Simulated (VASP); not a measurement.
Input:

```
Os
1.0
    1.37623    -2.38370     0.00000
    1.37623     2.38370     0.00000
    0.00000     0.00000     4.35000
Os
2
Direct
  0.33333   0.66667   0.25000
  0.66667   0.33333   0.75000
```

Calculation: PBE GGA, VASP's PBE PAW potentials (set 64) (plane waves; VASP). Numerical set-up: 500 eV cut-off, 15×15×9 Γ-centred mesh, first-order Methfessel-Paxton smearing of 0.10 eV, potentials Os.

### Question
The ions, cell shape and volume at an external pressure of 5.0 GPa are relaxed. Which structure does the run end with?

### Answer

```
Os
1.0
    1.37080    -2.37429     0.00000
    1.37080     2.37429     0.00000
    0.00000     0.00000     4.33282
Os
2
Cartesian
  1.37080   0.79143   1.08321
  1.37080  -0.79143   3.24962
```
Space group P6_3/mmc (194), at a tolerance of 0.03 Å.

### Question
How do energy and volume change from the first to the last step?

### Answer
The energy (σ→0) changes by +2.5 meV/atom and the volume by -1.2 %, in 3 ionic steps.

```
step  E(σ→0) (eV)  max force (eV/Å)  pressure (GPa)  volume (Å³)
----  -----------  ----------------  --------------  -----------
1        -22.5036             0.000           -0.07        28.54
2        -22.3358             0.000           31.54        26.71
3        -22.4987             0.000            4.89        28.20
```

The compound is Os in the hcp structure. This run relaxes it under an external pressure of 5 GPa. Symmetry was kept, so distortions that lower it aren't found.
